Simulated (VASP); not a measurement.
# CuPd (Pm-3m) in VASP: further runs

One crystal, CuPd, is run at these levels: LDA; tasks: single point, relaxation of cell and atoms.

Everything below comes from runs of VASP 6.6.1. Logs are shortened: lines on timing, memory, paths and dates and some standing lists are left out, and cuts for length are marked.

## (1) The crystal as given

It takes space group Pm-3m (No. 221, cubic). Conventional cell: a = 2.930 Å, b = 2.930 Å, c = 2.930 Å, α = 90.00°, β = 90.00°, γ = 90.00°. Cu (site symmetry m-3m) is surrounded by 8 Pd at 2.54 Å. Around Pd (site symmetry m-3m) lie 8 Cu at 2.54 Å.

## (2) Single point, LDA

Contents of INCAR:

```
  PREC = Accurate
  ENCUT = 520
  EDIFF = 1E-6
  ISMEAR = 0
  SIGMA = 0.15
  LREAL = False
  LASPH = True
  NELM = 100
  ALGO = Normal
  ISIF = 2
  LWAVE = False
  LCHARG = True
  GGA = CA
  LELF = True
  LVHAR = True
  NBANDS = 18
```

Contents of KPOINTS:

```
Automatic mesh
0
Gamma
  16 16 16
```

Contents of POSCAR:

```
CuPd
1.0
    2.9297280334      0.0000000000      0.0000000000
    0.0000000000      2.9297280334      0.0000000000
    0.0000000000      0.0000000000      2.9297280334
Cu Pd
1 1
Direct
    0.0000000000      0.0000000000      0.0000000000
    0.5000000000      0.5000000000      0.5000000000
```

Potentials or basis: VASP PAW LDA potentials, release 64 (Cu, Pd).

The run is started by

```sh
$ cat potpaw_LDA.64/Cu/POTCAR potpaw_LDA.64/Pd/POTCAR > POTCAR
$ mpirun -np 1 vasp_std > vasp.out
```

OUTCAR:

```text
PREC = Accurate
   ENCUT = 520
   EDIFF = 1E-6
   ISMEAR = 0
   LREAL = False
   LASPH = True
   NELM = 100
   ISIF = 2
   GGA = CA

 ion  position               nearest neighbor table
   1  0.000  0.000  0.000-   2 2.54   2 2.54   2 2.54   2 2.54   2 2.54   2 2.54   2 2.54   2 2.54

   2  0.500  0.500  0.500-   1 2.54   1 2.54   1 2.54   1 2.54   1 2.54   1 2.54   1 2.54   1 2.54

  LATTYP: Found a simple cubic cell.
 ALAT       =     2.9297280334

  Lattice vectors:

 A1 = (   2.9297280334,   0.0000000000,   0.0000000000)
 A2 = (   0.0000000000,   2.9297280334,   0.0000000000)
 A3 = (   0.0000000000,   0.0000000000,   2.9297280334)

Analysis of symmetry for initial positions (statically):
=====================================================================
 Subroutine PRICEL returns:
 Original cell was already a primitive cell.

 Routine SETGRP: Setting up the symmetry group for a
 simple cubic supercell.

 Subroutine GETGRP returns: Found 48 space group operations
 (whereof 48 operations were pure point group operations)
 out of a pool of 48 trial point group operations.

The static configuration has the point symmetry O_h .

Analysis of symmetry for dynamics (positions and initial velocities):
=====================================================================
 Subroutine PRICEL returns:
 Original cell was already a primitive cell.

 Routine SETGRP: Setting up the symmetry group for a
 simple cubic supercell.

 Subroutine GETGRP returns: Found 48 space group operations
 (whereof 48 operations were pure point group operations)
 out of a pool of 48 trial point group operations.

The dynamic configuration has the point symmetry O_h .

 Subroutine INISYM returns: Found 48 space group operations
 (whereof 48 operations are pure point group operations),
 and found     1 'primitive' translations

----------------------------------------------------------------------------------------

                                     Primitive cell

  volume of cell :      25.1468

  direct lattice vectors                    reciprocal lattice vectors
     2.929728033  0.000000000  0.000000000     0.341328611  0.000000000  0.000000000
     0.000000000  2.929728033  0.000000000     0.000000000  0.341328611  0.000000000
     0.000000000  0.000000000  2.929728033     0.000000000  0.000000000  0.341328611

  length of vectors
[... 79 lines left out ...]
   LASPH  =      T    aspherical Exc in radial PAW
   ENCUT  =  520.0 eV  38.22 Ry    6.18 a.u.   5.45  5.45  5.45*2*pi/ulx,y,z
   NELM   =    100;   NELMIN=  2; NELMDL= -5     # of ELM steps
   EDIFF  = 0.1E-05   stopping-criterion for ELM
   LREAL  =      F    real-space projection
   EDIFFG = 0.1E-04   stopping-criterion for IOM
   NSW    =      0    number of steps for IOM
   IBRION =     -1    ionic relax: 0-MD 1-quasi-New 2-CG
   NFREE  =      0    steps in history (QN), initial steepest desc. (CG)
   ISIF   =      2    stress and relaxation
   ISYM   =      2    0-nonsym 1-usesym 2-fastsym
   POTIM  = 0.5000    time-step for ionic-motion
   TEBEG  =    0.0;   TEEND  =   0.0 temperature during run
   PSTRESS=    0.0 pullay stress
   NELECT =      21.0000    total number of electrons
   NUPDOWN=      -1.0000    fix difference up-down
   EMIN   =  10.00;   EMAX   =-10.00  energy-range for DOS
   EFERMI =   0.00;   METHOD = LEGACY
   ISMEAR =     0;   SIGMA  =   0.15  broadening in eV -4-tet -1-fermi 0-gaus
   EFERMI_NEDOS =   21; number of points for ismear=-14 and -15
   IALGO  =     38    algorithm
   IMIX   =      4    mixing-type and parameters
     AMIX     =   0.40;   BMIX     =  1.00
     AMIX_MAG =   1.60;   BMIX_MAG =  1.00
  volume/ion in A,a.u.               =      12.57        84.85
  Fermi-wavevector in a.u.,A,eV,Ry     =   1.541655  2.913306 32.336982  2.376701
  Thomas-Fermi vector in A             =   2.647571
   LORBIT       =      0    0 simple, 1 ext, 2 COOP (PROOUT), +10 PAW based schemes
   GGA     = CA    functional components
   LHFCALC =     F    Hartree Fock is set to
   AEXX    =    0.0000 exact exchange contribution
   IVDW    =     0    specifies the selected vdW correction
   LEPSILON=     F    determine dielectric tensor
   LRPA    =     F    only Hartree local field effects (RPA)
 non-spin polarized calculation
 Gauss-broadening in eV      SIGMA  =   0.15
  energy-cutoff  :      520.00
  volume of cell :       25.15
 maximum number of plane-waves:       701
 NGX is ok and might be reduce to    24
   NGX = 11   NGY = 11   NGZ = 11

 number of electron      21.0000001 magnetization

 Free energy of the ion-electron system (eV)
  ---------------------------------------------------
  ext. energy  EPLUGINS =         0.00000000
  ---------------------------------------------------
  free energy    TOTEN  =       -11.43066914 eV

  energy without entropy =      -11.41513505  energy(sigma->0) =      -11.42290209

 E-fermi :   9.0123     XC(G=0): -13.6510

 val. band max:        9.0063732044   @ k =   0.4375   0.3750   0.0000
 cond. band min:       9.0185748713   @ k =   0.5000   0.1875   0.0625
 fundamental gap:      0.0122016669
 Fermi energy:         9.0123011790

 k-point     1 :       0.0000    0.0000    0.0000
  band No.  band energies     occupation
      1       0.7945      2.00000
      2       4.0798      2.00000
      3       4.0798      2.00000
      4       6.3501      2.00000
      5       6.3501      2.00000
      6       6.3501      2.00000
[... 481 lines left out ...]
      5       6.2554      2.00000
      6       6.4693      2.00000
[... 10 lines left out ...]
     17      25.9855      0.00000
     18      28.8704      0.00000

 [... further k-points ...]

------------------------ aborting loop because EDIFF is reached ----------------------------------------

  FORCE on cell =-STRESS in cart. coord.  units (eV):
  Direction    XX          YY          ZZ          XY          YZ          ZX
  --------------------------------------------------------------------------------------
  -------------------------------------------------------------------------------------
  Total        0.0961904      0.0961904      0.0961904      0.0000000      0.0000000     -0.0000000
  in kB        6.1285889      6.1285889      6.1285889      0.0000000      0.0000000     -0.0000000
  external PRESSURE =       6.1285889 kB  Pullay stress =       0.0000000 kB

 VOLUME and BASIS-vectors are now :
 -----------------------------------------------------------------------------
  energy-cutoff  :      520.00
  volume of cell :       25.15
      direct lattice vectors                 reciprocal lattice vectors
     2.929728033  0.000000000  0.000000000     0.341328611  0.000000000  0.000000000
     0.000000000  2.929728033  0.000000000     0.000000000  0.341328611  0.000000000
     0.000000000  0.000000000  2.929728033     0.000000000  0.000000000  0.341328611

 POSITION                                       TOTAL-FORCE (eV/Angst)
 -----------------------------------------------------------------------------------
      0.00000      0.00000      0.00000         0.000000      0.000000      0.000000
      1.46486      1.46486      1.46486         0.000000      0.000000      0.000000
 -----------------------------------------------------------------------------------
    total drift:                                0.000000      0.000000     -0.000000

  FREE ENERGIE OF THE ION-ELECTRON SYSTEM (eV)
  ---------------------------------------------------
  free  energy   TOTEN  =       -11.4306691396 eV

  energy  without entropy=      -11.4151350492  energy(sigma->0) =      -11.42290209
```

OSZICAR:

```text
N       E                     dE             d eps       ncg     rms          rms(c)
DAV:   1     0.112578688471E+03    0.11258E+03   -0.10414E+04  6644   0.172E+03
DAV:   2    -0.834927695479E+01   -0.12093E+03   -0.11285E+03  6040   0.283E+02
DAV:   3    -0.128166834121E+02   -0.44674E+01   -0.43017E+01  6852   0.644E+01
DAV:   4    -0.128891210035E+02   -0.72438E-01   -0.72372E-01  7732   0.661E+00
DAV:   5    -0.128913685442E+02   -0.22475E-02   -0.22474E-02  7976   0.118E+00    0.136E+01
DAV:   6    -0.135682980392E+02   -0.67693E+00   -0.22036E+01  6320   0.160E+02    0.963E+00
DAV:   7    -0.114666558347E+02    0.21016E+01   -0.48247E+00  7632   0.930E+01    0.282E+00
DAV:   8    -0.114422398269E+02    0.24416E-01   -0.26247E-01  7794   0.664E+00    0.198E+00
DAV:   9    -0.114316861887E+02    0.10554E-01   -0.53691E-03  8904   0.945E-01    0.305E-01
DAV:  10    -0.114308385859E+02    0.84760E-03   -0.61493E-03  6688   0.348E+00    0.116E-01
DAV:  11    -0.114306809476E+02    0.15764E-03   -0.58199E-04  9078   0.856E-01    0.289E-02
DAV:  12    -0.114306688930E+02    0.12055E-04   -0.43229E-05  8998   0.272E-01    0.481E-03
DAV:  13    -0.114306691396E+02   -0.24660E-06   -0.44996E-06  6050   0.208E-02
   1 F= -.11430669E+02 E0= -.11422902E+02  d E =-.155341E-01
```

Run time: 36 s. Hardware: 1 thread of AMD EPYC 9R45 (Zen 5), shared host; peak memory 0.16 GiB.

Results:

```yaml
Free_energy: -11.4307 eV
Pressure: 0.6 GPa
Band_gap_on_the_k_mesh: none (metal or under the smearing width)
```

## (3) Single point, LDA

Contents of INCAR:

```
SYSTEM = CuPd
PREC = Accurate
ENCUT = 520
EDIFF = 1E-6
ISMEAR = 0
SIGMA = 0.1
LREAL = .False.
LASPH = .True.
NELM = 100
ALGO = Normal
ISIF = 2
LWAVE = .False.
LCHARG = .True.
LELF = .True.
LVHAR = .True.
NBANDS = 18
```

Contents of KPOINTS:

```
regular mesh
0
Gamma
  14 14 14
  0 0 0
```

POSCAR is that of step 2.

Potentials or basis: VASP PAW LDA potentials, release 64 (Cu, Pd).

The run is started by

```sh
$ cat potpaw_LDA.64/Cu/POTCAR potpaw_LDA.64/Pd/POTCAR > POTCAR
$ mpirun -np 1 vasp_std > vasp.out
```

OUTCAR:

```text
SYSTEM = CuPd
   PREC = Accurate
   ENCUT = 520
   EDIFF = 1E-6
   ISMEAR = 0
   LREAL = .False.
   LASPH = .True.
   NELM = 100
   ISIF = 2

 ion  position               nearest neighbor table
   1  0.000  0.000  0.000-   2 2.54   2 2.54   2 2.54   2 2.54   2 2.54   2 2.54   2 2.54   2 2.54

   2  0.500  0.500  0.500-   1 2.54   1 2.54   1 2.54   1 2.54   1 2.54   1 2.54   1 2.54   1 2.54

  LATTYP: Found a simple cubic cell.
 ALAT       =     2.9297280334

  Lattice vectors:

 A1 = (   2.9297280334,   0.0000000000,   0.0000000000)
[... 693 lines left out ...]

  FORCE on cell =-STRESS in cart. coord.  units (eV):
  Direction    XX          YY          ZZ          XY          YZ          ZX
  --------------------------------------------------------------------------------------
  -------------------------------------------------------------------------------------
  Total        0.0931560      0.0931560      0.0931560      0.0000000      0.0000000     -0.0000000
  in kB        5.9352566      5.9352566      5.9352566      0.0000000      0.0000000     -0.0000000
  external PRESSURE =       5.9352566 kB  Pullay stress =       0.0000000 kB

 VOLUME and BASIS-vectors are now :
 -----------------------------------------------------------------------------
  energy-cutoff  :      520.00
  volume of cell :       25.15
      direct lattice vectors                 reciprocal lattice vectors
     2.929728033  0.000000000  0.000000000     0.341328611  0.000000000  0.000000000
     0.000000000  2.929728033  0.000000000     0.000000000  0.341328611  0.000000000
     0.000000000  0.000000000  2.929728033     0.000000000  0.000000000  0.341328611

 POSITION                                       TOTAL-FORCE (eV/Angst)
 -----------------------------------------------------------------------------------
      0.00000      0.00000      0.00000         0.000000      0.000000      0.000000
      1.46486      1.46486      1.46486         0.000000      0.000000      0.000000
 -----------------------------------------------------------------------------------
    total drift:                                0.000000      0.000000     -0.000000

  FREE ENERGIE OF THE ION-ELECTRON SYSTEM (eV)
  ---------------------------------------------------
  free  energy   TOTEN  =       -11.4257260041 eV

  energy  without entropy=      -11.4183845612  energy(sigma->0) =      -11.42205528
```

It took 26 s on 1 thread of AMD EPYC 9R45 (Zen 5), shared host; peak memory 0.14 GiB.

Results:

- Free energy: -11.4257 eV
- Pressure: 0.6 GPa
- Band gap on the k mesh: none (metal or under the smearing width)

## (4) Relaxation of cell and atoms, LDA

This run uses another cell than the first one, of 12.61 Å³/atom, 1.003 times its volume.

Contents of INCAR:

```
PREC     = Accurate       # precision mode
ENCUT    = 600            # plane-wave cutoff, eV
EDIFF    = 1E-7           # SCF threshold, eV
ISMEAR   = 0              # smearing method
SIGMA    = 0.1            # smearing width, eV
LREAL    = F              # projectors in reciprocal space
LASPH    = T              # aspherical terms in the spheres
NELM     = 100            # most SCF steps
ALGO     = Fast           # electronic algorithm
ISIF     = 3              # what is computed and relaxed
LWAVE    = F              # write WAVECAR
LCHARG   = F              # write CHGCAR
GGA      = CA             # functional
IBRION   = 2              # ionic algorithm
NSW      = 100            # ionic steps
EDIFFG   = -0.005         # ionic threshold
```

Contents of KPOINTS:

```
regular mesh
0
Gamma
  14 14 14
```

Contents of POSCAR:

```
CuPd
1.0
    2.9329422741      0.0000000000      0.0000000000
    0.0000000000      2.9329422741      0.0000000000
    0.0000000000      0.0000000000      2.9329422741
Cu Pd
1 1
Direct
    0.0000000000      0.0000000000      0.0000000000
    0.5000000000      0.5000000000      0.5000000000
```

The run is started by

```sh
$ cat potpaw_LDA.64/Cu/POTCAR potpaw_LDA.64/Pd/POTCAR > POTCAR
$ mpirun -np 1 vasp_std > vasp.out
```

It took 26 s on 1 thread of AMD EPYC 9R45 (Zen 5), shared host; peak memory 0.15 GiB.

It converged, with:

- Free energy: -11.4259 eV
- Pressure after relaxing: 0.0 GPa
- Band gap on the k mesh: none (metal or under the smearing width)

Final structure:
```yaml
crystal:
  lattice:
    - [2.93294, 0.00000, 0.00000]
    - [0.00000, 2.93294, 0.00000]
    - [0.00000, 0.00000, 2.93294]
  atoms:
    - { symbol: Cu, position: [0.00000, 0.00000, 0.00000] }
    - { symbol: Pd, position: [0.50000, 0.50000, 0.50000] }
```

Levels at points of the mesh, in eV from the Fermi level:
```tsv
k point	band 8	band 9	band 10	band 11	band 12	band 13	band 14
(0.00, 0.00, 0.00)	-1.18	-0.10	-0.10	-0.10	9.15	9.15	9.15
(0.50, 0.00, 0.00)	-2.14	-1.75	-1.05	-0.65	1.24	14.97	16.53
(0.50, 0.50, 0.00)	-0.20	0.06	0.06	0.77	0.77	7.25	7.29
(0.50, 0.50, 0.50)	-1.33	-0.14	-0.14	6.63	8.21	8.21	8.21
```

Caveat: the relaxation stopped at its first step, so nothing moved.

## (5) Summary

| task | cell | k mesh | cutoff (eV) | smearing | gap on the mesh (eV) | pressure (GPa) |
| --- | --- | --- | --- | --- | --- | --- |
| single point | Pm-3m, 12.57 Å³/atom | 16 × 16 × 16 | 520 | gaussian 0.15 eV | none | 0.6 |
| single point | Pm-3m, 12.57 Å³/atom | 14 × 14 × 14 | 520 | gaussian 0.1 eV | none | 0.6 |
| relaxation of cell and atoms | relaxed | 14 × 14 × 14 | 600 | gaussian 0.1 eV | none | 0.0 |

Alike in all rows: level LDA; potentials or basis VASP PAW LDA potentials, release 64 (Cu, Pd); no spin polarisation.

Caveats: the relaxation stopped at its first step, so nothing moved (some runs).

Absolute energies hang on the potentials; compare differences alone.
